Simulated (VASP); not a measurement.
Given:

```
Ti
1.0
    1.51885    -2.60145     0.00000
    1.51885     2.60145     0.00000
    0.00000     0.00000     4.65804
Ti
2
Direct
  0.33333   0.66667   0.25000
  0.68180   0.34847   0.75000
```

Computed with PBE GGA with D4 dispersion, VASP's PBE PAW potentials (set 64) (plane waves; VASP). Run with 400 eV cut-off, 12×12×7 Γ-centred mesh, first-order Methfessel-Paxton smearing of 0.10 eV, potentials Ti_sv.

### Question
Which forces act on the atoms, in eV/Å?

### Answer

| atom | Fx | Fy | Fz |
|---|---|---|---|
| Ti1 | 0.072 | 0.030 | 0.000 |
| Ti2 | -0.072 | -0.030 | 0.000 |

### Question
Give the stress tensor in GPa (positive for a compressed cell).

### Answer

```
-9.62  -0.53   0.00
-0.53  -8.41   0.00
 0.00   0.00  -6.41
```
The pressure is its mean diagonal, -8.15 GPa.

The compound is Ti in the hcp structure. The cell was not relaxed at this level, atoms are displaced from their ideal sites. The run is one of a series of settings (IVDW = 13 against the base run), some of them coarse on purpose.
